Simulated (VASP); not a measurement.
Output of a VASP run:

**OSZICAR**
```
       N       E                     dE             d eps       ncg     rms          rms(c)
DAV:   1    -0.948398881652E+01   -0.94840E+01   -0.21900E+00   592   0.166E+01    0.185E+01
DAV:   2    -0.948989858490E+01   -0.59098E-02   -0.59097E-02   592   0.337E+00    0.120E+01
DAV:   3    -0.948777242647E+01    0.21262E-02   -0.46377E-03   571   0.112E+00    0.730E+00
DAV:   4    -0.948706441693E+01    0.70801E-03   -0.51264E-04   471   0.291E-01    0.434E+00
DAV:   5    -0.948684317805E+01    0.22124E-03   -0.15318E-04   446   0.104E-01    0.257E+00
DAV:   6    -0.948677880189E+01    0.64376E-04   -0.38309E-05   502   0.519E-02    0.151E+00
DAV:   7    -0.948675745637E+01    0.21346E-04   -0.88098E-06   478   0.265E-02    0.893E-01
DAV:   8    -0.948675173830E+01    0.57181E-05   -0.26041E-06   464   0.134E-02    0.526E-01
DAV:   9    -0.948675010962E+01    0.16287E-05   -0.86197E-07   319   0.706E-03    0.311E-01
DAV:  10    -0.948674980199E+01    0.30763E-06   -0.50359E-07   238   0.536E-03
   1 F= -.94867498E+01 E0= -.94867498E+01  d E =-.134786E-12
```

### OUTCAR
```
------------------------ aborting loop because EDIFF is reached ----------------------------------------
  FORCE on cell =-STRESS in cart. coord.  units (eV):
  Direction    XX          YY          ZZ          XY          YZ          ZX
  --------------------------------------------------------------------------------------
  Total        0.3375551      0.3375551      0.3375551     -0.0000000     -0.0000000     -0.0000000
  in kB        9.8818136      9.8818136      9.8818136     -0.0000000     -0.0000000     -0.0000000
  external PRESSURE =       9.8818136 kB  Pullay stress =       0.0000000 kB
  volume of cell :       54.73
      direct lattice vectors                 reciprocal lattice vectors
     0.000000000  3.013442149  3.013442149    -0.165923212  0.165923212  0.165923212
     3.013442149  0.000000000  3.013442149     0.165923212 -0.165923212  0.165923212
     3.013442149  3.013442149  0.000000000     0.165923212  0.165923212 -0.165923212
  FREE ENERGIE OF THE ION-ELECTRON SYSTEM (eV)
  ---------------------------------------------------
  free  energy   TOTEN  =        -9.4867498020 eV

  energy  without entropy=       -9.4867498020  energy(sigma->0) =       -9.48674980

  exchange ACFDT corr.  =         0.00000000  see jH, gK, PRB 81, 115126
```
(Selected blocks of OUTCAR.)

### POSCAR
```
GaSb
1
    0.0000000000     3.0134421495     3.0134421495
    3.0134421495     0.0000000000     3.0134421495
    3.0134421495     3.0134421495     0.0000000000
Ga Sb
1 1
Direct
  0.0000000000   0.0000000000   0.0000000000
  0.2500000000   0.2500000000   0.2500000000
```

Q: Reconstruct the remaining input files.

A: One answer among several that fit: the input of the run itself, HSEsol screened hybrid, plane waves, VASP's PBE PAW potentials (set 64).

KPOINTS:
```
K-points
0
Gamma
  6 6 6
0 0 0
```

### INCAR
```
SYSTEM = GaSb
PREC = Accurate; ENCUT = 520; LREAL = .FALSE.
LASPH = .TRUE.; ISYM = 3
EDIFF = 1E-6; NELM = 60; ALGO = Normal
LMAXMIX = 4
ISMEAR = 0; SIGMA = 0.05
GGA = PS; LHFCALC = .TRUE.; AEXX = 0.25
HFSCREEN = 0.2; PRECFOCK = Fast
ISIF = 2
LWAVE = .FALSE.; LCHARG = .FALSE.
```

POTCAR, in this order: Ga_d Sb (PBE.64 set). Program: vasp_std. Read from the step before: WAVECAR.

The compound is GaSb in the zinc blende structure. This cell is one point of a volume scan, at 0.91 of the reference volume. The cell's shape comes from a PBE relaxation.
